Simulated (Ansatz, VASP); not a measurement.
# One calculation of ScBe, two programs

```
Sc Be
1.0
     1.71430   -4.52321    0.00000
     1.71430    4.52321    0.00000
     0.00000    0.00000    3.40544
Sc Be
2 2
Direct
  0.85400 0.14600 0.75000
  0.14600 0.85400 0.25000
  0.55000 0.45000 0.75000
  0.45000 0.55000 0.25000
```

Alike in both runs: task single point; functional PBE; k mesh 6 × 6 × 6; occupations gaussian, width 0.1 eV; no spin polarisation.

```csv
,VASP,Ansatz
version,VASP 6.6.1,Ansatz 0.2.0
potentials or method,"VASP PAW PBE potentials, release 64 (Sc_sv, Be)","scalar-relativistic, plane waves, PAW"
plane-wave cutoff (eV),520,420
valence electrons in the cell,26,26
```

Ansatz gave:

```
gap on the k mesh at the Fermi level (eV) : none
rms of the force components (eV/Å)        : 0.575
```

**Question.** Estimate VASP's values.

**Answer.** gap on the k mesh at the Fermi level (eV): none; rms of the force components (eV/Å): 0.582.

Atom by atom the forces differ by 0.008 eV/Å (rms over components). A gap of «none» marks a metal or a gap that the smearing closes.

Caveats: forces of over 1 eV/Å show positions far from the minimum, so gaps and moduli don't describe the material at rest.
